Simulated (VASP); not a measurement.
Calculation: PBE GGA with D3 dispersion (Becke-Johnson damping), VASP's PBE PAW potentials (set 64) (plane waves; VASP).

A VASP calculation is set up with these files.

**KPOINTS**
```
Automatic mesh
0
Gamma
11 11 6
0 0 0
```

File POSCAR:
```
Lu
1
    1.7500000000    -3.0310890000     0.0000000000
    1.7500000000     3.0310890000     0.0000000000
    0.0000000000     0.0000000000     5.5500000000
Lu
2
Direct
  0.3333330000   0.6666670000   0.2500000000
  0.6666670000   0.3333330000   0.7500000000
```

### INCAR
```
SIGMA=0.1
SYSTEM=Lu
EDIFF=1E-6
LWAVE=.False.
LASPH=.True.   # aspherical one-centre terms
EDIFFG=-0.01   # ionic stop
ALGO=Normal   # blocked Davidson
LREAL=.False.   # projection in real space or not
ISIF=3   # ions, shape and volume
GGA=PE   # PBE
IBRION=2   # conjugate gradients
IVDW=12   # D3, Becke-Johnson
LCHARG=.False.
NELM=100   # most electronic steps
PREC=Accurate
NSW=60   # most ionic steps
ENCUT=520
LMAXMIX=6   # l cut-off of mixed one-centre charges
ISMEAR=1   # Methfessel-Paxton
```

POTCAR, in this order: Lu_3 (PBE.64 set). Program: vasp_std.

The resulting files:

### OSZICAR
```
       N       E                     dE             d eps       ncg     rms          rms(c)
DAV:   1     0.451424106380E+02    0.45142E+02   -0.87908E+03  2912   0.150E+03
DAV:   2    -0.647825148930E+01   -0.51621E+02   -0.49888E+02  2865   0.727E+02
DAV:   3    -0.879295731397E+01   -0.23147E+01   -0.22210E+01  2983   0.637E+01
DAV:   4    -0.890975318668E+01   -0.11680E+00   -0.11070E+00  3097   0.104E+01
DAV:   5    -0.891342643729E+01   -0.36733E-02   -0.36664E-02  2874   0.180E+00    0.251E+01
DAV:   6    -0.890083646221E+01    0.12590E-01   -0.35386E-02  2784   0.427E+00    0.149E+01
DAV:   7    -0.890747398058E+01   -0.66375E-02   -0.65531E-02  2674   0.567E+00    0.377E-01
DAV:   8    -0.890735597618E+01    0.11800E-03   -0.45543E-03  2750   0.997E-01    0.107E-01
DAV:   9    -0.890736472642E+01   -0.87502E-05   -0.21128E-04  2864   0.237E-01    0.299E-02
DAV:  10    -0.890736030289E+01    0.44235E-05   -0.22543E-05  2843   0.767E-02    0.329E-02
DAV:  11    -0.890736072320E+01   -0.42031E-06   -0.73245E-07  1602   0.190E-02
   1 F= -.96059689E+01 E0= -.96069821E+01  d E =-.960597E+01
       N       E                     dE             d eps       ncg     rms          rms(c)
DAV:   1    -0.905613540119E+01   -0.14878E+00   -0.61250E+00  1824   0.754E+01    0.296E+00
DAV:   2    -0.895244565833E+01    0.10369E+00   -0.45453E-01  2563   0.112E+01    0.132E+00
DAV:   3    -0.888587318673E+01    0.66572E-01   -0.10975E-01  2516   0.751E+00    0.461E-01
DAV:   4    -0.888482250159E+01    0.10507E-02   -0.10751E-02  2673   0.183E+00    0.320E-01
DAV:   5    -0.888497373240E+01   -0.15123E-03   -0.98577E-04  2817   0.593E-01    0.274E-02
DAV:   6    -0.888495593885E+01    0.17794E-04   -0.82498E-05  2832   0.180E-01    0.138E-02
DAV:   7    -0.888494956816E+01    0.63707E-05   -0.73173E-06  2556   0.389E-02    0.198E-03
DAV:   8    -0.888494913511E+01    0.43304E-06   -0.38740E-07  1347   0.163E-02
   2 F= -.96255387E+01 E0= -.96264676E+01  d E =-.195699E-01
       N       E                     dE             d eps       ncg     rms          rms(c)
DAV:   1    -0.889639628569E+01   -0.11447E-01   -0.14074E-01  1826   0.113E+01    0.469E-01
DAV:   2    -0.889396299868E+01    0.24333E-02   -0.10866E-02  2485   0.169E+00    0.202E-01
DAV:   3    -0.889240200934E+01    0.15610E-02   -0.24805E-03  2542   0.113E+00    0.681E-02
DAV:   4    -0.889235436416E+01    0.47645E-04   -0.29369E-04  2622   0.324E-01    0.463E-02
DAV:   5    -0.889235648526E+01   -0.21211E-05   -0.24604E-05  2857   0.909E-02    0.456E-03
DAV:   6    -0.889235615438E+01    0.33088E-06   -0.10940E-06  1287   0.291E-02
   3 F= -.96262730E+01 E0= -.96272871E+01  d E =-.203042E-01
       N       E                     dE             d eps       ncg     rms          rms(c)
DAV:   1    -0.889313202615E+01   -0.77554E-03   -0.16654E-03  1866   0.125E+00    0.521E-02
DAV:   2    -0.889310252023E+01    0.29506E-04   -0.12579E-04  2433   0.181E-01    0.222E-02
DAV:   3    -0.889308426107E+01    0.18259E-04   -0.29494E-05  2546   0.125E-01    0.729E-03
DAV:   4    -0.889308354334E+01    0.71774E-06   -0.27730E-06  1744   0.352E-02
   4 F= -.96262692E+01 E0= -.96272909E+01  d E =-.203004E-01
       N       E                     dE             d eps       ncg     rms          rms(c)
DAV:   1    -0.889540645181E+01   -0.23222E-02   -0.45209E-02  2506   0.336E+00    0.189E-01
DAV:   2    -0.889476406751E+01    0.64238E-03   -0.14895E-03  2791   0.656E-01    0.925E-02
DAV:   3    -0.889443266152E+01    0.33141E-03   -0.37166E-04  3171   0.307E-01    0.417E-02
DAV:   4    -0.889442731819E+01    0.53433E-05   -0.53483E-05  2856   0.782E-02    0.226E-02
DAV:   5    -0.889442679705E+01    0.52114E-06   -0.11453E-06  1255   0.295E-02
   5 F= -.96266607E+01 E0= -.96275832E+01  d E =-.391482E-03
       N       E                     dE             d eps       ncg     rms          rms(c)
DAV:   1    -0.889485230187E+01   -0.42498E-03   -0.46885E-03  2511   0.108E+00    0.600E-02
DAV:   2    -0.889478665568E+01    0.65646E-04   -0.15373E-04  2791   0.215E-01    0.299E-02
DAV:   3    -0.889475329456E+01    0.33361E-04   -0.38325E-05  3171   0.969E-02    0.140E-02
DAV:   4    -0.889475264638E+01    0.64818E-06   -0.46598E-06  1720   0.247E-02
   6 F= -.96266830E+01 E0= -.96275661E+01  d E =-.413740E-03
       N       E                     dE             d eps       ncg     rms          rms(c)
DAV:   1    -0.889477763788E+01   -0.24343E-04   -0.31162E-05  2551   0.902E-02    0.520E-03
DAV:   2    -0.889477720873E+01    0.42915E-06   -0.50803E-07   962   0.166E-02
   7 F= -.96266827E+01 E0= -.96275627E+01  d E =-.413477E-03
```

### OUTCAR
```
------------------------ aborting loop because EDIFF is reached ----------------------------------------
 Edisp (eV)   -0.73191
  FORCE on cell =-STRESS in cart. coord.  units (eV):
  Direction    XX          YY          ZZ          XY          YZ          ZX
  --------------------------------------------------------------------------------------
  Total      -0.00984    -0.00984    -0.01937     0.00000     0.00000     0.00000
  in kB      -0.28014    -0.28014    -0.55125     0.00000     0.00000     0.00000
  external pressure =       -0.37 kB  Pullay stress =        0.00 kB
  volume of cell :       56.30
      direct lattice vectors                 reciprocal lattice vectors
     1.733824567 -3.003072325 -0.000000000     0.288379810 -0.166496157  0.000000000
     1.733824567  3.003072325  0.000000000     0.288379810  0.166496157  0.000000000
    -0.000000000  0.000000000  5.406507185     0.000000000 -0.000000000  0.184962299
 POSITION                                       TOTAL-FORCE (eV/Angst)
 -----------------------------------------------------------------------------------
      1.73382      1.00103      1.35163         0.000000      0.000000      0.000000
      1.73382     -1.00103      4.05488        -0.000000     -0.000000      0.000000
 -----------------------------------------------------------------------------------
    total drift:                                0.000001      0.000067     -0.000012
  FREE ENERGIE OF THE ION-ELECTRON SYSTEM (eV)
  ---------------------------------------------------
  free  energy   TOTEN  =        -9.6266826961 eV

  energy  without entropy=       -9.6293227164  energy(sigma->0) =       -9.62756270

 reached required accuracy - stopping structural energy minimisation
```
(Selected blocks of OUTCAR.)

CONTCAR:
```
Lu
   1.00000000000000
     1.7338245668043162   -3.0030723254481124   -0.0000000000000000
     1.7338245668043162    3.0030723254481124    0.0000000000000000
    -0.0000000000000000    0.0000000000000000    5.4065071854523357
  Lu
     2
Direct
     0.3333330000000032    0.6666669999999968    0.2500000000000000
     0.6666669999999968    0.3333330000000032    0.7500000000000000
```

**OUTCAR**
```
 val. band max:        2.9902226273   @ k =   0.4545   0.0000   0.3333

 cond. band min:       3.0317015892   @ k =   0.2727   0.0909   0.0000


 Fermi energy:         2.9914215327

 k-point     1 :       0.0000    0.0000    0.0000
  band No.  band energies     occupation
      1     -23.9945      2.00000
      2     -23.5125      2.00000
      3     -23.5125      2.00000
      4     -23.4163      2.00000
      5     -23.4163      2.00000
      6     -23.3737      2.00000
      7      -3.1522      2.00000
      8       0.5256      2.00000
      9       3.8029     -0.00000
     10       5.2178      0.00000
     11       5.2178      0.00000
     12       5.6868      0.00000
     13       5.9973      0.00000

 k-point     2 :       0.0909    0.0000    0.0000
  band No.  band energies     occupation
      1     -23.9795      2.00000
      2     -23.5418      2.00000
      3     -23.5227      2.00000
      4     -23.4476      2.00000
      5     -23.4201      2.00000
      6     -23.3811      2.00000
      7      -2.9475      2.00000
      8       0.7309      2.00000
      9       3.6381     -0.00000
     10       4.7172     -0.00000
     11       5.4120      0.00000
     12       5.7165      0.00000
     13       6.0484      0.00000

 k-point     3 :       0.1818    0.0000    0.0000
  band No.  band energies     occupation
      1     -23.9369      2.00000
      2     -23.6210      2.00000
      3     -23.5491      2.00000
      4     -23.5294      2.00000
      5     -23.4312      2.00000
      6     -23.4033      2.00000
      7      -2.3613      2.00000
      8       1.2803      2.00000
      9       3.2288     -0.00399
     10       3.9632     -0.00000
     11       5.1370      0.00000
     12       5.6878      0.00000
     13       5.8698      0.00000

 k-point     4 :       0.2727    0.0000    0.0000
  band No.  band energies     occupation
      1     -23.8737      2.00000
      2     -23.7254      2.00000
      3     -23.6317      2.00000
...
```

Energy and stress use the plane-wave basis of the starting cell.

The compound is Lu in the hcp structure. This run relaxes it. Symmetry was kept, so distortions that lower it aren't found.
